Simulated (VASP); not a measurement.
Level of theory: PBEsol GGA, VASP's PBE PAW potentials (set 64) (plane waves; VASP).

The input files of a VASP run:

KPOINTS:
```
Regular mesh
0
gamma
10 10 10
```

### INCAR
```
ALGO  =  Normal
EDIFF  =  1E-6
ENCUT  =  400
GGA  =  PS
ISIF  =  2
ISMEAR  =  1
LASPH  =  T
LCHARG  =  F
LMAXMIX  =  4
LREAL  =  F
LWAVE  =  F
NELM  =  100
PREC  =  Accurate
SIGMA  =  0.2
SYSTEM  =  ZnInGaO4
```

**POSCAR**
```
ZnInGaO4
1
    1.6157030000     0.9328270000     8.5222830000
   -1.6157030000     0.9328270000     8.5222830000
    0.0000000000    -1.8656530000     8.5222830000
In Ga Zn O
1 1 1 4
Direct
  0.0000000000   0.0000000000   0.0000000000
  0.7829000000   0.7829000000   0.7829000000
  0.2171000000   0.2171000000   0.2171000000
  0.8718000000   0.8718000000   0.8718000000
  0.1282000000   0.1282000000   0.1282000000
  0.7072000000   0.7072000000   0.7072000000
  0.2928000000   0.2928000000   0.2928000000
```

POTCAR, in this order: In_d Ga_d Zn O (PBE.64 set). Program: vasp_std.

The resulting files:

OSZICAR:
```
       N       E                     dE             d eps       ncg     rms          rms(c)
DAV:   1     0.671433627770E+03    0.67143E+03   -0.25499E+04  8973   0.227E+03
DAV:   2     0.606377875567E+02   -0.61080E+03   -0.58544E+03  9471   0.569E+02
DAV:   3    -0.392514958928E+02   -0.99889E+02   -0.97403E+02  9352   0.214E+02
DAV:   4    -0.454963660580E+02   -0.62449E+01   -0.61909E+01 11656   0.560E+01
DAV:   5    -0.456689923735E+02   -0.17263E+00   -0.17237E+00 10943   0.891E+00    0.190E+01
DAV:   6    -0.398559754981E+02    0.58130E+01   -0.20771E+01 15604   0.725E+01    0.117E+01
DAV:   7    -0.400199022669E+02   -0.16393E+00   -0.32572E+00  9514   0.139E+01    0.589E+00
DAV:   8    -0.399544039638E+02    0.65498E-01   -0.46580E-01 13049   0.574E+00    0.243E+00
DAV:   9    -0.399312390936E+02    0.23165E-01   -0.13520E-01 15184   0.472E+00    0.358E-01
DAV:  10    -0.399308857617E+02    0.35333E-03   -0.17187E-02 11461   0.114E+00    0.164E-01
DAV:  11    -0.399308784151E+02    0.73466E-05   -0.38337E-03 11872   0.444E-01    0.793E-02
DAV:  12    -0.399309672893E+02   -0.88874E-04   -0.42752E-04 10740   0.202E-01    0.330E-02
DAV:  13    -0.399309981157E+02   -0.30826E-04   -0.84478E-05 10318   0.896E-02    0.157E-02
DAV:  14    -0.399309970232E+02    0.10925E-05   -0.20471E-05 11944   0.377E-02    0.865E-03
DAV:  15    -0.399309976555E+02   -0.63227E-06   -0.35232E-06  9620   0.167E-02
   1 F= -.39930998E+02 E0= -.39931368E+02  d E =0.111126E-02
```

### OUTCAR
```
------------------------ aborting loop because EDIFF is reached ----------------------------------------
  FORCE on cell =-STRESS in cart. coord.  units (eV):
  Direction    XX          YY          ZZ          XY          YZ          ZX
  --------------------------------------------------------------------------------------
  Total        5.4037717      5.4037729      1.3568508      0.0000000      0.0000001      0.0000000
  in kB      112.3408977    112.3409229     28.2080444      0.0000000      0.0000011      0.0000000
  external PRESSURE =      84.2966217 kB  Pullay stress =       0.0000000 kB
  volume of cell :       77.07
      direct lattice vectors                 reciprocal lattice vectors
     1.615703000  0.932827000  8.522283000     0.309462816  0.178668420  0.039113143
    -1.615703000  0.932827000  8.522283000    -0.309462816  0.178668420  0.039113143
     0.000000000 -1.865653000  8.522283000     0.000000000 -0.357336840  0.039113164
 POSITION                                       TOTAL-FORCE (eV/Angst)
 -----------------------------------------------------------------------------------
      0.00000      0.00000      0.00000         0.000000     -0.000000     -1.658183
      0.00000      0.00000     20.01629         0.000000      0.000000      1.143064
      0.00000      0.00000      5.55056         0.000000      0.000000      0.396264
      0.00000      0.00000     22.28918         0.000000     -0.000000     -1.860197
      0.00000      0.00000      3.27767         0.000000     -0.000000     -1.310305
      0.00000      0.00000     18.08088         0.000000      0.000000      2.256545
      0.00000      0.00000      7.48597         0.000000      0.000000      1.032811
 -----------------------------------------------------------------------------------
    total drift:                               -0.000000     -0.000003     -0.000613
  FREE ENERGIE OF THE ION-ELECTRON SYSTEM (eV)
  ---------------------------------------------------
  free  energy   TOTEN  =       -39.9309976555 eV

  energy  without entropy=      -39.9321089144  energy(sigma->0) =      -39.93136808
```
(Selected blocks of OUTCAR.)

At this cut-off the stress carries a Pulay error, which pulls relaxed volumes low.

The structure was generated: ZnInGaO4 was put into an ordered model structure, which need not be its known phase. The cell was not relaxed at this level.
